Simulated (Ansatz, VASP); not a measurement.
# Cross-check of Sn9Se7S11 (SnS1.22Se0.78, CdI2-type hexagonal) between VASP and Ansatz, part 2 of 3

Wanted: the spread between two codes on one cell, functional and k mesh. The cell is invented: As first built, before any earlier steps moved the atoms (in the runner's words): 3x3x1 conventional cells of the SnS2 type (27 atoms: 11 S, 7 Se, 9 Sn); S/Se share their sites, the best of 600 random draws by like-pair counts in two shells; start lattice by linear mixing of the end members' cells; atoms moved at random by 0.02 A. It may not be a known or stable phase. The structure shown is the start of the Ansatz relaxation below; VASP solves that cell, so the two are compared at the walk's first step.

VASP 6.6.1 and Ansatz 0.2.0.

So far: Set-up; Ansatz: relaxation, r2SCAN with rVV10.

## (3) VASP: single point, r2SCAN with rVV10, start cell

Level of this step: r2SCAN with rVV10; plane waves and PAW (S, Se, Sn_d); invented cell (VASP).

The same cell, functional, mesh and smearing now go to VASP, with its own data sets.

Lines of VASP's logs that name or quote its potential files are left out, and so is its time.

File INCAR:

```
SYSTEM = Sn9Se7S11
PREC = Accurate
ENCUT = 440
EDIFF = 1E-06
NELM = 120
ISMEAR = -1
SIGMA = 0.01
LREAL = .FALSE.
ALGO = Normal
METAGGA = R2SCAN
LUSE_VDW = .TRUE.
IVDW_NL = 2
BPARAM = 11.95
CPARAM = 0.0093
LASPH = .TRUE.
NBANDS = 136
LORBIT = 11
LWAVE = .FALSE.
LCHARG = .FALSE.
ISIF = 2
GGA_COMPAT = .FALSE.
EFERMI = MIDGAP
LMIXTAU = .TRUE.
KPAR = 4
```

File POSCAR:

```
Sn9Se7S11
1.0
   11.2043200000     -0.0020100000     -0.0314800000
   -5.6039000000      9.7046900000     -0.0007600000
   -0.0169100000     -0.0102300000      5.9581600000
S Se Sn
11 7 9
Direct
    0.1121114050      0.2240911043      0.2452937780
    0.2197908309      0.1119587965      0.7510882729
    0.1125680022      0.5550117713      0.2434921938
    0.2183593325      0.4412940577      0.7510387998
    0.1135502072      0.8907456655      0.2426506719
    0.5574756270      0.1132059087      0.7534432391
    0.4420016276      0.5545242905      0.2441753242
    0.7818684943      0.2240459518      0.2468183961
    0.8902779272      0.1129765572      0.7539595800
    0.8885301291      0.4430138234      0.7552176543
    0.8884993158      0.7784100788      0.7568547253
    0.2189031894      0.7762481336      0.7240962010
    0.4433269408      0.2217428021      0.2692147335
    0.5553921721      0.4437651699      0.7318737676
    0.4438968512      0.8888394671      0.2658118263
    0.5568040519      0.7783640905      0.7295238376
    0.7815023368      0.5560173360      0.2741994620
    0.7820092931      0.8932652770      0.2728017600
    0.0026547333      0.0014552597      0.9987789312
    0.0005043280      0.3336148602      0.9997833935
    0.0004943428      0.6675050295      0.9998427141
    0.3318277609      0.0011060745      0.9938549449
    0.3297132449      0.3335382474      0.9992737459
    0.3310519165      0.6623154719      0.9971576584
    0.6698760892      0.0048392005      0.9986793535
    0.6696000772      0.3316602267      0.0013479115
    0.6676969656      0.6676970026      0.0049220817
```

File KPOINTS:

```
Automatic mesh
0
Gamma
2 2 3
0 0 0
```

Potentials, in the order of the species: S, Se and Sn_d (PBE family, release 64).

Run with:

```sh
$ mpirun -np 4 vasp_std
```

Output:

```text
[banner, memory and clock lines left out]
running    4 mpi-ranks, on    1 nodes
 distrk:  each k-point on    1 cores,    4 groups
 distr:  one band on    1 cores,    1 groups

 POSCAR found type information on POSCAR S SeSn
 POSCAR found :  3 types and      27 ions
|                                                                             |
|               ----> ADVICE to this user running VASP <----                  |
|                                                                             |
|     You have switched on vdW-DFT.                                           |
|     This routine was written and supplied by Jiri Klimes. We recommend      |
|     that you carefully read and cite the following publications:            |
|       J. Klimes, D.R. Bowler, A. Michelides                                 |
|          J. Phys.: Cond Matt. 22 022201 (2010)                              |
|       J. Klimes, D.R. Bowler, A. Michelides                                 |
|          Phys. Rev. B. 83, 195131 (2011)                                    |
|     and references therein.                                                 |
|                                                                             |

|                                                                             |
|               ----> ADVICE to this user running VASP <----                  |
|                                                                             |
|     You have a (more or less) 'large supercell' and for larger cells it     |
|     might be more efficient to use real-space projection operators.         |
|     Therefore, try LREAL= Auto in the INCAR file.                           |
|     Mind: For very accurate calculation, you might also keep the            |
|     reciprocal projection scheme (i.e. LREAL=.FALSE.).                      |
|                                                                             |

|                                                                             |
|               ----> ADVICE to this user running VASP <----                  |
|                                                                             |
|     You enforced a specific xc type in the INCAR file but a different       |
|     [... a line on the potential file left out ...]
|     I HOPE YOU KNOW WHAT YOU ARE DOING!                                     |
|                                                                             |

 LDA part: xc-table for (None), standard interpolation
 POSCAR, INCAR and KPOINTS ok, starting setup
 FFT: planning ... GRIDC
 FFT: planning ... GRID_SOFT
 FFT: planning ... GRID
 WAVECAR not read
 entering main loop
       N       E                     dE             d eps       ncg     rms          rms(c)
Total rVV10 correction in eV:      5.2974999   254.4573425
Total rVV10 correction in eV:      5.2974999   254.4573425
Total rVV10 correction in eV:      5.2974999   254.4573425
Total rVV10 correction in eV:      5.2974999   254.4573425
DAV:   1     0.274685396210E+04    0.27469E+04   -0.89571E+04  2192   0.191E+03
DAV:   2     0.208068092363E+03   -0.25388E+04   -0.24878E+04  2184   0.571E+02
DAV:   3    -0.396769085416E+03   -0.60484E+03   -0.57992E+03  2480   0.231E+02
DAV:   4    -0.458183668044E+03   -0.61415E+02   -0.59692E+02  2552   0.741E+01
DAV:   5    -0.460828477713E+03   -0.26448E+01   -0.26234E+01  2648   0.154E+01    0.246E+01
Total rVV10 correction in eV:      5.4002414   254.4573442
Total rVV10 correction in eV:      5.4002414   254.4573442
Total rVV10 correction in eV:      5.4002414   254.4573442
Total rVV10 correction in eV:      5.4002414   254.4573442
DAV:   6    -0.442209222782E+03    0.18619E+02   -0.14973E+01  3000   0.232E+01    0.182E+01
Total rVV10 correction in eV:      5.4784823   254.4573442
Total rVV10 correction in eV:      5.4784823   254.4573442
Total rVV10 correction in eV:      5.4784823   254.4573442
Total rVV10 correction in eV:      5.4784823   254.4573442
DAV:   7    -0.405952426848E+03    0.36257E+02   -0.94845E+00  2448   0.801E+00    0.245E+00
Total rVV10 correction in eV:      5.5423312   254.4573442
Total rVV10 correction in eV:      5.5423312   254.4573442
Total rVV10 correction in eV:      5.5423312   254.4573442
Total rVV10 correction in eV:      5.5423312   254.4573442
DAV:   8    -0.417155639206E+03   -0.11203E+02   -0.96580E+00  2304   0.996E+00    0.438E+00
Total rVV10 correction in eV:      5.5653359   254.4573442
Total rVV10 correction in eV:      5.5653359   254.4573442
Total rVV10 correction in eV:      5.5653359   254.4573442
Total rVV10 correction in eV:      5.5653359   254.4573442
DAV:   9    -0.417061716384E+03    0.93923E-01   -0.74159E-01  2696   0.286E+00    0.239E+00
Total rVV10 correction in eV:      5.5671154   254.4573442
Total rVV10 correction in eV:      5.5671154   254.4573442
Total rVV10 correction in eV:      5.5671154   254.4573442
Total rVV10 correction in eV:      5.5671154   254.4573442
DAV:  10    -0.417015528565E+03    0.46188E-01   -0.69122E-02  2728   0.102E+00    0.149E+00
Total rVV10 correction in eV:      5.5725693   254.4573442
Total rVV10 correction in eV:      5.5725693   254.4573442
Total rVV10 correction in eV:      5.5725693   254.4573442
Total rVV10 correction in eV:      5.5725693   254.4573442
DAV:  11    -0.417387977880E+03   -0.37245E+00   -0.30186E-01  2304   0.193E+00    0.528E-01
Total rVV10 correction in eV:      5.5827982   254.4573442
Total rVV10 correction in eV:      5.5827982   254.4573442
Total rVV10 correction in eV:      5.5827982   254.4573442
Total rVV10 correction in eV:      5.5827982   254.4573442
DAV:  12    -0.417345974596E+03    0.42003E-01   -0.80099E-02  2576   0.854E-01    0.383E-01
Total rVV10 correction in eV:      5.5841737   254.4573442
Total rVV10 correction in eV:      5.5841737   254.4573442
Total rVV10 correction in eV:      5.5841737   254.4573442
Total rVV10 correction in eV:      5.5841737   254.4573442
DAV:  13    -0.417364075846E+03   -0.18101E-01   -0.62129E-03  2408   0.278E-01    0.288E-01
Total rVV10 correction in eV:      5.5851849   254.4573442
Total rVV10 correction in eV:      5.5851849   254.4573442
Total rVV10 correction in eV:      5.5851849   254.4573442
Total rVV10 correction in eV:      5.5851849   254.4573442
DAV:  14    -0.417391211078E+03   -0.27135E-01   -0.12123E-02  2304   0.420E-01    0.142E-01
Total rVV10 correction in eV:      5.5871173   254.4573442
Total rVV10 correction in eV:      5.5871173   254.4573442
Total rVV10 correction in eV:      5.5871173   254.4573442
Total rVV10 correction in eV:      5.5871173   254.4573442
DAV:  15    -0.417394918606E+03   -0.37075E-02   -0.34673E-03  2344   0.212E-01    0.420E-02
Total rVV10 correction in eV:      5.5880829   254.4573442
Total rVV10 correction in eV:      5.5880829   254.4573442
Total rVV10 correction in eV:      5.5880829   254.4573442
Total rVV10 correction in eV:      5.5880829   254.4573442
DAV:  16    -0.417395101071E+03   -0.18246E-03   -0.40915E-04  2552   0.768E-02    0.342E-02
Total rVV10 correction in eV:      5.5883617   254.4573442
Total rVV10 correction in eV:      5.5883617   254.4573442
Total rVV10 correction in eV:      5.5883617   254.4573442
Total rVV10 correction in eV:      5.5883617   254.4573442
DAV:  17    -0.417395135712E+03   -0.34641E-04   -0.70174E-05  2432   0.322E-02    0.236E-02
Total rVV10 correction in eV:      5.5883770   254.4573442
Total rVV10 correction in eV:      5.5883770   254.4573442
Total rVV10 correction in eV:      5.5883770   254.4573442
Total rVV10 correction in eV:      5.5883770   254.4573442
DAV:  18    -0.417395079071E+03    0.56641E-04   -0.77294E-05  2304   0.316E-02    0.153E-02
Total rVV10 correction in eV:      5.5882097   254.4573442
Total rVV10 correction in eV:      5.5882097   254.4573442
Total rVV10 correction in eV:      5.5882097   254.4573442
Total rVV10 correction in eV:      5.5882097   254.4573442
DAV:  19    -0.417395169492E+03   -0.90421E-04   -0.68944E-05  2304   0.316E-02    0.124E-02
Total rVV10 correction in eV:      5.5881728   254.4573442
Total rVV10 correction in eV:      5.5881728   254.4573442
Total rVV10 correction in eV:      5.5881728   254.4573442
Total rVV10 correction in eV:      5.5881728   254.4573442
DAV:  20    -0.417395168066E+03    0.14256E-05   -0.94184E-06  2032   0.104E-02    0.440E-03
Total rVV10 correction in eV:      5.5881228   254.4573442
Total rVV10 correction in eV:      5.5881228   254.4573442
Total rVV10 correction in eV:      5.5881228   254.4573442
Total rVV10 correction in eV:      5.5881228   254.4573442
DAV:  21    -0.417395172259E+03   -0.41928E-05   -0.36121E-06  1976   0.660E-03    0.375E-03
Total rVV10 correction in eV:      5.5881322   254.4573442
Total rVV10 correction in eV:      5.5881322   254.4573442
Total rVV10 correction in eV:      5.5881322   254.4573442
Total rVV10 correction in eV:      5.5881322   254.4573442
DAV:  22    -0.417395171963E+03    0.29660E-06   -0.56912E-07  1360   0.358E-03
Total rVV10 correction in eV:      5.5881411   254.4573442
Total rVV10 correction in eV:      5.5881411   254.4573442
Total rVV10 correction in eV:      5.5881411   254.4573442
Total rVV10 correction in eV:      5.5881411   254.4573442
Total rVV10 correction in eV:      5.5881284   254.4573442
Total rVV10 correction in eV:      5.5881284   254.4573442
Total rVV10 correction in eV:      5.5881284   254.4573442
Total rVV10 correction in eV:      5.5881284   254.4573442
   1 F= -.41739517E+03 E0= -.41739517E+03  d E =0.000000E+00
```

(Continued in part 3 of 3.)

[Lines on the potential files, build, host, timing and source positions are cut from VASP's logs without a mark.]

[Logs are printed without paths, hosts, clocks, repeated set-up lines and the standing remarks that a program may print on its own settings, such as how far it seeks lower states.]

[Hosts, paths, dates, database ids (printed as entryN), source tags and the programs' standing remarks are cut or masked in the printed files.]
